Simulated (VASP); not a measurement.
# HoO (P-6m2) in VASP: notebook

Aim: see how the results for HoO move with the level of theory and the settings. Levels: PBEsol+U, r2SCAN+U. Tasks: single point.

Everything below comes from runs of VASP 6.6.1. Logs are shortened: lines on timing, memory, paths and dates and some standing lists are left out, and cuts for length are marked.

### Step 1. Starting point

Symmetry: P-6m2, No. 187, hexagonal system. The conventional cell has a = 3.064 Å, b = 3.064 Å, c = 2.990 Å, α = 90.00°, β = 90.00°, γ = 120.00°. Ho (site symmetry -6m2) is surrounded by 6 O at 2.32 Å. O (site symmetry -6m2) has 6 Ho at 2.32 Å as nearest neighbours.

The cell comes from a database or a generator and needn't be the stable form of this composition.

### Step 2. Single point, PBEsol+U, collinear spin, random start

INCAR reads:

```
PREC = Accurate
ENCUT = 520
EDIFF = 1E-6
ISMEAR = 0
SIGMA = 0.05
LREAL = F
LASPH = T
NELM = 120
ALGO = Normal
ISIF = 2
LWAVE = F
LCHARG = T
ISPIN = 2
MAGMOM = -0.01 0
LORBIT = 11
LMAXMIX = 6
LDAU = T
LDAUTYPE = 2
LDAUL = 3 -1
LDAUU = 2 0
LDAUJ = 0 0
LDAUPRINT = 1
GGA = PS
LELF = T
LVHAR = T
NBANDS = 24
```

KPOINTS reads:

```
Automatic mesh
0
Gamma
  7 7 6
```

POSCAR reads:

```
HoO
1.0
    3.0640300800      0.0000000000      0.0000000000
   -1.5320150400      2.6535278900      0.0000000000
    0.0000000000      0.0000000000      2.9903415500
Ho O
1 1
Direct
    0.0000000000      0.0000000000      0.0000000000
    0.6666666667      0.3333333333      0.5000000000
```

Potentials or basis: VASP PAW PBE potentials, release 64 (Ho, O).

Started as:

```
$ cat potpaw_PBE.64/Ho/POTCAR potpaw_PBE.64/O/POTCAR > POTCAR
$ mpirun -np 1 vasp_std > vasp.out
```

OUTCAR:

```text
PREC = Accurate
   ENCUT = 520
   EDIFF = 1E-6
   ISMEAR = 0
   LREAL = F
   LASPH = T
   NELM = 120
   ISIF = 2
   ISPIN = 2
   LORBIT = 11
   GGA = PS

 ion  position               nearest neighbor table
   1  0.000  0.000  0.000-   2 2.32   2 2.32   2 2.32   2 2.32   2 2.32   2 2.32
   2  0.667  0.333  0.500-   1 2.32   1 2.32   1 2.32   1 2.32   1 2.32   1 2.32

  LATTYP: Found a hexagonal cell.
 ALAT       =     3.0640300800
 C/A-ratio  =     0.9759504548

  Lattice vectors:

 A1 = (   3.0640300800,   0.0000000000,   0.0000000000)
 A2 = (  -1.5320150400,   2.6535278900,   0.0000000000)
 A3 = (   0.0000000000,   0.0000000000,   2.9903415500)

Analysis of symmetry for initial positions (statically):
=====================================================================
 Subroutine PRICEL returns:
 Original cell was already a primitive cell.

 Routine SETGRP: Setting up the symmetry group for a
 hexagonal supercell.

 Subroutine GETGRP returns: Found 12 space group operations
 (whereof 12 operations were pure point group operations)
 out of a pool of 24 trial point group operations.

The static configuration has the point symmetry D_3h.

Analysis of symmetry for dynamics (positions and initial velocities):
=====================================================================
 Subroutine PRICEL returns:
 Original cell was already a primitive cell.

 Routine SETGRP: Setting up the symmetry group for a
 hexagonal supercell.

 Subroutine GETGRP returns: Found 12 space group operations
 (whereof 12 operations were pure point group operations)
 out of a pool of 24 trial point group operations.

The dynamic configuration has the point symmetry D_3h.

Analysis of structural, dynamic, and magnetic symmetry:
[... 198 lines left out ...]
  o =  0.9868  v =  0.0000  0.0000  0.0000  0.0000  0.0000  0.0000  0.0000 -0.0000 -0.0000  0.0000  0.0000 -0.0000  0.0000  1.0000      0.0000  0.0000  0.0000  0.0000  0.0000  0.0000  0.0000  0.0000  0.0000  0.0000  0.0000  0.0000  0.0000  0.0000
  o =  0.9872  v =  0.0000  0.0000  0.0000  0.0000  0.0000  0.0000  0.0000  1.0000 -0.0000 -0.0000  0.0000 -0.0000  0.0000  0.0000      0.0000  0.0000  0.0000  0.0000  0.0000  0.0000  0.0000  0.0000  0.0000  0.0000  0.0000  0.0000  0.0000  0.0000
  o =  0.9899  v =  0.0000  0.0000  0.0000  0.0000  0.0000  0.0000  0.0000 -0.0000  0.0000 -0.0000 -0.0000 -1.0000  0.0000 -0.0000      0.0000  0.0000  0.0000  0.0000  0.0000  0.0000  0.0000  0.0000  0.0000  0.0000  0.0000  0.0000  0.0000  0.0000
  o =  0.9899  v =  0.0000  0.0000  0.0000  0.0000  0.0000  0.0000  0.0000 -0.0000  0.0000 -1.0000  0.0000  0.0000 -0.0000  0.0000      0.0000  0.0000  0.0000  0.0000  0.0000  0.0000  0.0000  0.0000  0.0000  0.0000  0.0000  0.0000  0.0000  0.0000
  o =  0.9909  v =  0.0000  0.0000  0.0000  0.0000  0.0000  0.0000  0.0000  0.0000  0.0000  0.0000  1.0000 -0.0000 -0.0000 -0.0000      0.0000  0.0000  0.0000  0.0000  0.0000  0.0000  0.0000  0.0000  0.0000  0.0000  0.0000  0.0000  0.0000  0.0000
  o =  0.9963  v =  0.0000  0.0000  0.0000  0.0000  0.0000  0.0000  0.0000  0.0000  0.9969  0.0000  0.0000  0.0000  0.0782  0.0000      0.0000  0.0000  0.0000  0.0000  0.0000  0.0000  0.0000  0.0000  0.0000  0.0000  0.0000  0.0000  0.0000  0.0000
  o =  0.9963  v =  0.0000  0.0000  0.0000  0.0000  0.0000  0.0000  0.0000 -0.0000 -0.0782 -0.0000  0.0000  0.0000  0.9969 -0.0000      0.0000  0.0000  0.0000  0.0000  0.0000  0.0000  0.0000  0.0000  0.0000  0.0000  0.0000  0.0000  0.0000  0.0000

 number of electron      27.0000016 magnetization      -3.5470946

 Free energy of the ion-electron system (eV)
  ---------------------------------------------------
  ext. energy  EPLUGINS =         0.00000000
  ---------------------------------------------------
  free energy    TOTEN  =       -16.52430884 eV

  energy without entropy =      -16.52205173  energy(sigma->0) =      -16.52318028

 E-fermi :   6.4622     XC(G=0): -13.1004

 val. band max:        6.4394705929   @ k =   0.4286   0.1429   0.1667
 cond. band min:       6.4643627049   @ k =   0.1429   0.1429   0.0000
 fundamental gap:      0.0248921120
 Fermi energy:         6.4622404129

 spin component 1

 k-point     1 :       0.0000    0.0000    0.0000
  band No.  band energies     occupation
      1     -40.7876      1.00000
      2     -15.6131      1.00000
      3     -15.3779      1.00000
      4     -15.3779      1.00000
      5     -14.1564      1.00000
      6       1.0306      1.00000
[... 1289 lines left out ...]
     23      21.6131      0.00000
     24      24.8488      0.00000

 [... further k-points ...]

------------------------ aborting loop because EDIFF is reached ----------------------------------------

  FORCE on cell =-STRESS in cart. coord.  units (eV):
  Direction    XX          YY          ZZ          XY          YZ          ZX
  --------------------------------------------------------------------------------------
  -------------------------------------------------------------------------------------
  Total        3.8152517      3.8152517      2.9377380      0.0000000      0.0000000      0.0000000
  in kB      251.4179619    251.4179624    193.5914446      0.0000000      0.0000000      0.0000000
  external PRESSURE =     232.1424563 kB  Pullay stress =       0.0000000 kB

 VOLUME and BASIS-vectors are now :
 -----------------------------------------------------------------------------
  energy-cutoff  :      520.00
  volume of cell :       24.31
      direct lattice vectors                 reciprocal lattice vectors
     3.064030080  0.000000000  0.000000000     0.326367553  0.188428394  0.000000000
    -1.532015040  2.653527890  0.000000000     0.000000000  0.376856789  0.000000000
     0.000000000  0.000000000  2.990341550     0.000000000  0.000000000  0.334409961

 POSITION                                       TOTAL-FORCE (eV/Angst)
 -----------------------------------------------------------------------------------
      0.00000      0.00000      0.00000         0.000000      0.000000      0.000000
      1.53202      0.88451      1.49517         0.000000      0.000000      0.000000
 -----------------------------------------------------------------------------------
    total drift:                                0.000000     -0.000000      0.000000

  FREE ENERGIE OF THE ION-ELECTRON SYSTEM (eV)
  ---------------------------------------------------
  free  energy   TOTEN  =       -16.5243088376 eV

  energy  without entropy=      -16.5220517285  energy(sigma->0) =      -16.52318028

 total charge

# of ion       s       p       d       f       tot
--------------------------------------------------
    1        2.072   5.779   0.705  10.250  18.805
    2        1.554   3.490   0.000   0.000   5.044
--------------------------------------------------
tot          3.626   9.269   0.705  10.250  23.850

 magnetization (x)

# of ion       s       p       d       f       tot
--------------------------------------------------
    1        0.004   0.031   0.008  -3.612  -3.569
    2        0.002   0.010   0.000   0.000   0.012
--------------------------------------------------
tot          0.006   0.041   0.008  -3.612  -3.557
```

OSZICAR:

```text
N       E                     dE             d eps       ncg     rms          rms(c)
DAV:   1     0.139965280852E+03    0.13997E+03   -0.98031E+03  4336   0.616E+03
DAV:   2     0.128721756300E+01   -0.13868E+03   -0.12690E+03  4128   0.541E+02
DAV:   3    -0.110935161692E+02   -0.12381E+02   -0.12094E+02  3920   0.101E+02
DAV:   4    -0.137453909009E+02   -0.26519E+01   -0.26106E+01  5808   0.251E+01
[... 20 lines left out ...]
DAV:  25    -0.165242717884E+02   -0.21017E-03   -0.33302E-04  5408   0.351E-01    0.204E-01
DAV:  26    -0.165242860832E+02   -0.14295E-04   -0.71415E-05  5664   0.274E-01    0.282E-01
DAV:  27    -0.165243008068E+02   -0.14724E-04   -0.44521E-05  4888   0.212E-01    0.153E-01
DAV:  28    -0.165243094496E+02   -0.86428E-05   -0.14997E-05  3536   0.895E-02    0.110E-01
DAV:  29    -0.165243088376E+02    0.61203E-06   -0.76314E-06  3968   0.155E-01
   1 F= -.16524309E+02 E0= -.16523180E+02  d E =-.225711E-02  mag=    -3.5480
```

stdout:

```text
POSCAR found type information on POSCAR HoO
 POSCAR found :  2 types and       2 ions
 scaLAPACK will be used
 -----------------------------------------------------------------------------
|                                                                             |
|                                                                             |
|     You enforced a specific xc type in the INCAR file but a different       |
|     I HOPE YOU KNOW WHAT YOU ARE DOING!                                     |
|                                                                             |
 -----------------------------------------------------------------------------

 LDA part: xc-table for (Slater+PW92), standard interpolation
 POSCAR, INCAR and KPOINTS ok, starting setup
 FFT: planning ... GRIDC
 FFT: planning ... GRID_SOFT
 FFT: planning ... GRID
 WAVECAR not read
 entering main loop
```

It took 79 s on 1 thread of Intel Xeon Platinum 8259CL at 2.50GHz (Skylake/Cascade Lake), shared host; peak memory 0.18 GiB.

What came out:

```
Free energy                                           : -16.5243 eV
Pressure                                              : 23.2 GPa
Band gap on the k mesh                                : none (metal or under the smearing width)
Net moment                                            : -3.55 μB per cell
Site moments                                          : Ho -3.57; O +0.01 μB
Valence electrons inside the program's atomic spheres : Ho 18.80; O 5.04
```

Stress tensor (GPa, compression positive):
```
25.14  0.00  0.00
 0.00 25.14  0.00
 0.00  0.00 19.36
```

Levels at points of the mesh, in eV from the Fermi level:
Spin up:
```
           k point  band 9  band 10  band 11  band 12  band 13  band 14  band 15  band 16
(0.00, 0.00, 0.00)   -2.01    -1.94    -1.94    -1.51    -0.73     0.58     0.58     1.38
(0.00, 0.00, 0.50)   -1.82    -1.82    -1.51    -0.53     0.77     0.79     0.79     2.69
```
Spin down:
```csv
k point,band 12,band 13,band 14,band 15,band 16,band 17,band 18,band 19
"(0.00, 0.00, 0.00)",-3.76,-3.76,-3.65,-3.58,-2.00,1.04,4.44,4.44
"(0.00, 0.00, 0.50)",-3.98,-3.77,-3.77,-3.58,2.45,2.45,2.48,5.00
```

Eigenvalues of the final occupation matrices:
| site | spin | trace | eigenvalues |
| --- | --- | --- | --- |
| site 1 f | 1 | 3.33 | 0.02 0.02 0.02 0.33 0.98 0.98 0.98 |
| site 1 f | 2 | 6.94 | 0.99 0.99 0.99 0.99 0.99 1.00 1.00 |

Caveat: the magnetic or orbital state may not be the lowest; the PAW data sets were made with another functional, which shifts forces and pressure a little; spin-orbit coupling is left out, which moves the levels of the heavy elements. The state reached can hang on the start; a lower one may exist.

### Step 3. Single point, PBEsol+U, collinear spin, ferromagnetic start

INCAR reads:

```
  PREC = Accurate
  ENCUT = 520
  EDIFF = 1E-6
  ISMEAR = 0
  SIGMA = 0.05
  LREAL = F
  LASPH = T
  NELM = 150
  ALGO = Normal
  ISIF = 2
  LWAVE = F
  LCHARG = T
  ISPIN = 2
  MAGMOM = 4 0
  LORBIT = 11
  NUPDOWN = 0
  LMAXMIX = 6
  LDAU = T
  LDAUTYPE = 2
  LDAUL = 3 -1
  LDAUU = 2 0
  LDAUJ = 0 0
  LDAUPRINT = 1
  GGA = PS
  LELF = T
  LVHAR = T
```

KPOINTS is that of step 2.

POSCAR is that of step 2.

Potentials or basis: VASP PAW PBE potentials, release 64 (Ho, O).

Started as:

```
$ cat potpaw_PBE.64/Ho/POTCAR potpaw_PBE.64/O/POTCAR > POTCAR
$ mpirun -np 1 vasp_std > vasp.out
```

It took 5.7 min on 1 thread of Intel Xeon Platinum 8259CL at 2.50GHz (Skylake/Cascade Lake), shared host; peak memory 0.18 GiB.

The run converged. Its results:

| Quantity | Value |
| --- | --- |
| Free energy | -13.8731 eV |
| Pressure | 22.8 GPa |
| Net moment | 0.00 μB per cell |
| Site moments | Ho -0.08; O +0.00 μB |
| Valence electrons inside the program's atomic spheres | Ho 18.89; O 5.04 |

Stress tensor (GPa, compression positive):
```
28.13  0.00  0.00
 0.00 28.13  0.00
 0.00  0.00 12.21
```

Eigenvalues of the final occupation matrices:
| site | spin | trace | eigenvalues |
| --- | --- | --- | --- |
| site 1 f | 1 | 5.14 | 0.14 0.14 0.96 0.98 0.98 0.98 0.98 |
| site 1 f | 2 | 5.30 | 0.03 0.75 0.75 0.81 0.98 0.99 0.99 |

Caveat: the magnetic or orbital state may not be the lowest; the moment is held away from its start; the PAW data sets were made with another functional, which shifts forces and pressure a little; spin-orbit coupling is left out, which moves the levels of the heavy elements; the total moment is fixed, so each spin has its own Fermi level.

### Step 4. Single point, r2SCAN+U, collinear spin, ferromagnetic start

INCAR reads:

```
PREC     = Accurate       # precision mode
ENCUT    = 520            # plane-wave cutoff, eV
EDIFF    = 1E-6           # SCF threshold, eV
ISMEAR   = 0              # smearing method
SIGMA    = 0.05           # smearing width, eV
LREAL    = False          # projectors in reciprocal space
LASPH    = True           # aspherical terms in the spheres
NELM     = 120            # most SCF steps
ALGO     = Normal         # electronic algorithm
ISIF     = 2              # what is computed and relaxed
LWAVE    = False          # write WAVECAR
LCHARG   = False          # write CHGCAR
ISPIN    = 2              # spin polarisation
MAGMOM   = 4 0            # initial moments
LORBIT   = 11             # projections on sites
LMAXMIX  = 6              # l up to which the mixer works
LDAU     = True           # DFT+U
LDAUTYPE = 2            
LDAUL    = 3 -1           # shell
LDAUU    = 4 0            # U, eV
LDAUJ    = 0 0          
LDAUPRINT= 1            
METAGGA  = R2SCAN         # meta-GGA
LMIXTAU  = True         
NBANDS   = 24             # bands
```

KPOINTS is that of step 3.

POSCAR is that of step 3.

Started as:

```
$ cat potpaw_PBE.64/Ho/POTCAR potpaw_PBE.64/O/POTCAR > POTCAR
$ mpirun -np 1 vasp_std > vasp.out
```

Run time: 93 s. Hardware: 1 thread of Intel Xeon 6975P-C (Granite Rapids), shared host; peak memory 0.19 GiB.

It converged, with:

```yaml
Free_energy: -48.1715 eV
Pressure: 33.2 GPa
Band_gap_on_the_k_mesh: none (metal or under the smearing width)
Net_moment: 4.82 μB per cell
Site_moments: Ho +4.36; O +0.00 μB
Valence_electrons_inside_the_program's_atomic_spheres: Ho 18.67; O 5.11
```

Stress tensor (GPa, compression positive):
```
32.68  0.00  0.00
 0.00 32.68  0.00
 0.00  0.00 34.27
```

Levels at points of the mesh, in eV from the Fermi level:
Spin up:
```csv
k point,band 12,band 13,band 14,band 15,band 16,band 17,band 18,band 19,band 20,band 21
"(0.00, 0.00, 0.00)",-7.24,-5.88,-5.88,-4.95,-3.22,0.50,3.67,3.67,7.01,7.01
"(0.00, 0.00, 0.50)",-6.90,-6.90,-5.51,-5.51,1.12,1.60,1.60,4.68,4.68,6.82
```
Spin down:
```
           k point  band 9  band 10  band 11  band 12  band 13  band 14
(0.00, 0.00, 0.00)   -5.09    -4.90    -4.90    -1.33     0.69     1.28
(0.00, 0.00, 0.50)   -5.25    -5.05    -5.05     1.21     1.43     1.43
```

Eigenvalues of the final occupation matrices:
```tsv
site	spin	trace	eigenvalues
site 1 f	1	6.98	0.99 1.00 1.00 1.00 1.00 1.00 1.00
site 1 f	2	3.01	0.01 0.01 0.01 0.01 0.99 0.99 0.99
```

Caveat: the magnetic or orbital state may not be the lowest; a pressure of tens of GPa on the cell as given is suspect, and the run, the potentials or the cell itself is likely at fault; the PAW data sets were made with another functional, which shifts forces and pressure a little; spin-orbit coupling is left out, which moves the levels of the heavy elements.

### Step 5. The runs side by side

| level | spin | U | fixed moment (μB) | gap on the mesh (eV) | pressure (GPa) | moment (μB) |
| --- | --- | --- | --- | --- | --- | --- |
| PBEsol+U | collinear, random start | Ho f U = 2 eV | - | none | 23.2 | 3.55 |
| PBEsol+U | collinear, ferromagnetic start | Ho f U = 2 eV | 0 | - | 22.8 | 0.00 |
| r2SCAN+U | collinear, ferromagnetic start | Ho f U = 4 eV | - | none | 33.2 | 4.82 |

Alike in all rows: task single point; potentials or basis VASP PAW PBE potentials, release 64 (Ho, O); cell as given; k mesh 7 × 7 × 6; cutoff (eV) 520; smearing gaussian 0.05 eV.

The pressure there spans 22.8 GPa (PBEsol+U) to 33.2 GPa (r2SCAN+U); a positive pressure means that this level wants a larger cell, a negative one a smaller.

Caveats: the magnetic or orbital state may not be the lowest; the PAW data sets were made with another functional, which shifts forces and pressure a little; spin-orbit coupling is left out, which moves the levels of the heavy elements; the moment is held away from its start (some runs); the total moment is fixed, so each spin has its own Fermi level (some runs); a pressure of tens of GPa on the cell as given is suspect, and the run, the potentials or the cell itself is likely at fault (some runs).

Total energies depend on the potentials used, so only differences within one code and one set of settings carry meaning.
